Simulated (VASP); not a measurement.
Computed with PBEsol GGA, VASP's PBE PAW potentials (set 64) (plane waves; VASP).

VASP ran on this input.

POSCAR:
```
VSi
1
   -0.0000000000     2.4143384355     2.4143384355
    2.4143384355     0.0000000000     2.4143384355
    2.4143384355     2.4143384355     0.0000000000
Si V
1 1
Direct
  0.0000000000   0.0000000000   0.0000000000
  0.5000000000   0.5000000000   0.5000000000
```

KPOINTS:
```
k-points along high-symmetry lines
15
Line-mode
Reciprocal
  0.000000   0.000000   0.000000 ! GAMMA
  0.500000   0.000000   0.500000 ! X

  0.500000   0.000000   0.500000 ! X
  0.625000   0.250000   0.625000 ! U

  0.375000   0.375000   0.750000 ! K
  0.000000   0.000000   0.000000 ! GAMMA

  0.000000   0.000000   0.000000 ! GAMMA
  0.500000   0.500000   0.500000 ! L

  0.500000   0.500000   0.500000 ! L
  0.500000   0.250000   0.750000 ! W

  0.500000   0.250000   0.750000 ! W
  0.500000   0.000000   0.500000 ! X
```

### INCAR
```
! general
SYSTEM =VSi
PREC   =Accurate
ENCUT  =400
LREAL  =.FALSE.
LASPH  =.TRUE.
ICHARG =11

! electronic loop
EDIFF  =1E-7
NELM   =100
ALGO   =Normal
LMAXMIX=4

! smearing
ISMEAR =0
SIGMA  =0.05

! functional
GGA    =PS

! output
LWAVE  =.FALSE.
LCHARG =.FALSE.
LORBIT =11
```

POTCAR, in this order: Si V_sv (PBE.64 set). Program: vasp_std. Read from the step before: CHGCAR.

The run wrote:

### OSZICAR
```
       N       E                     dE             d eps       ncg     rms          rms(c)
DAV:   1     0.117945241522E+03    0.11795E+03   -0.93132E+03  2324   0.115E+03
DAV:   2    -0.112743291533E+02   -0.12922E+03   -0.12589E+03  2244   0.358E+02
DAV:   3    -0.140714801082E+02   -0.27972E+01   -0.27221E+01  2676   0.580E+01
DAV:   4    -0.141117402131E+02   -0.40260E-01   -0.39963E-01  2576   0.625E+00
DAV:   5    -0.141125353062E+02   -0.79509E-03   -0.79465E-03  2596   0.738E-01
DAV:   6    -0.141125602055E+02   -0.24899E-04   -0.24900E-04  2660   0.106E-01
DAV:   7    -0.141125606854E+02   -0.47990E-06   -0.47993E-06  2628   0.147E-02
DAV:   8    -0.141125607014E+02   -0.15996E-07   -0.16035E-07  2100   0.252E-03
   1 F= -.14112561E+02 E0= -.14111246E+02  d E =-.262886E-02
```

### OUTCAR
```
 val. band max:        9.6023138580   @ k =   0.1339   0.1339   0.2679

 cond. band min:       9.6307078676   @ k =   0.5804   0.1607   0.5804



 k-point     1 :       0.0000    0.0000    0.0000
  band No.  band energies     occupation
      1     -54.3087      2.00000
      2     -28.2793      2.00000
      3     -28.2793      2.00000
      4     -28.2793      2.00000
      5      -1.6474      2.00000
      6       8.7674      2.00000
      7       8.7674      2.00000
      8       8.7674      2.00000
      9       9.1322      2.00000
     10       9.1322      2.00000
     11      13.5172      0.00000
     12      13.5172      0.00000

 k-point     2 :       0.0357    0.0000    0.0357
  band No.  band energies     occupation
      1     -54.3085      2.00000
      2     -28.2805      2.00000
      3     -28.2797      2.00000
      4     -28.2797      2.00000
      5      -1.6137      2.00000
      6       8.7408      2.00000
      7       8.7654      2.00000
      8       8.7654      2.00000
      9       9.0495      2.00000
     10       9.1408      2.00000
     11      13.5210      0.00000
     12      13.5220      0.00000

 k-point     3 :       0.0714    0.0000    0.0714
  band No.  band energies     occupation
      1     -54.3080      2.00000
      2     -28.2841      2.00000
      3     -28.2810      2.00000
      4     -28.2810      2.00000
      5      -1.5131      2.00000
      6       8.6634      2.00000
      7       8.7612      2.00000
      8       8.7612      2.00000
      9       8.8174      2.00000
     10       9.1664      2.00000
     11      13.5264      0.00000
     12      13.5288      0.00000

 k-point     4 :       0.1071    0.0000    0.1071
  band No.  band energies     occupation
      1     -54.3071      2.00000
      2     -28.2893      2.00000
      3     -28.2831      2.00000
      4     -28.2831      2.00000
      5      -1.3478      2.00000
      6       8.4744      2.00000
      7       8.5417      2.00000
...
```

The density is held fixed in this step, so its total energy and stress have no physical meaning.

The structure was generated: VSi was put into the rocksalt type (Fm-3m), which need not be its known phase. It was relaxed first, which changed the volume by -21 %. The run is not spin-polarised, so no magnetic state was tried. The electron count is odd and the run is not spin-polarised, which forces a metal.
